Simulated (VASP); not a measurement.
Energy against volume of MgSe (rock salt). These are TPSS meta-GGA, VASP's PBE PAW potentials (set 64) (plane waves; VASP) values and carry that method's errors. Run with 520 eV cut-off, 8×8×8 Γ-centred mesh, Gaussian smearing of 0.050 eV, potentials Mg Se.

| V (Å³/atom) | E (eV/atom) |
|---|---|
| 20.101 | -9.87912 |
| 20.723 | -9.88305 |
| 21.345 | -9.87953 |
| 21.966 | -9.86961 |

Problem. Fit these four points and predict the energy of the run at 19.480 Å³/atom.

Solution. A cubic in V^(−2/3), the third-order Birch-Murnaghan form, passes through the four points with V0 = 20.72 Å³/atom and B0 = 64 GPa, and gives -9.8666 eV/atom there. The run gave -9.8665 eV/atom, +0.1 meV/atom from the fit; all five points give B0 = 64 GPa.

The compound is MgSe in the rock salt structure. It was relaxed first.
